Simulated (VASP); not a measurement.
Input:

```xyz
3
Lattice="0.0000 3.0000 3.0000 3.0000 0.0000 3.0000 3.0000 3.0000 0.0000" Properties=species:S:1:pos:R:3 pbc="T T T"
Li     1.5000     1.5000     1.5000
Li     4.5000     4.5000     4.5000
Se     0.0000     0.0000     0.0000
```

All values below come from PBEsol GGA, VASP's PBE PAW potentials (set 64) (plane waves; VASP). Numerical set-up: 520 eV cut-off, 7×7×7 Γ-centred mesh, Gaussian smearing of 0.050 eV, potentials Li_sv Se.

Energy and stress use the plane-wave basis of the starting cell.

### Question
The ions, cell shape and volume are relaxed. What does this cell relax into?

### Answer

```xyz
3
Lattice="0.0000 2.9743 2.9743 2.9743 0.0000 2.9743 2.9743 2.9743 0.0000" Properties=species:S:1:pos:R:3 pbc="T T T"
Li     1.4872     1.4872     1.4872
Li     4.4615     4.4615     4.4615
Se     0.0000     0.0000     0.0000
```
Space group Fm-3m (225), at a tolerance of 0.03 Å.

### Question
How do energy and volume change from the first to the last step?

### Answer
The energy (σ→0) changes by -1.3 meV/atom and the volume by -2.5 %, in 3 ionic steps.

| step | E(σ→0) (eV) | max force (eV/Å) | pressure (GPa) | volume (Å³) |
|---|---|---|---|---|
| 1 | -11.5564 | 0.000 | -0.89 | 54.00 |
| 2 | -11.5596 | 0.000 | -0.41 | 53.22 |
| 3 | -11.5604 | 0.000 | -0.01 | 52.62 |

The compound is Li2Se in the antifluorite structure. This run relaxes it. Symmetry was kept, so distortions that lower it aren't found.
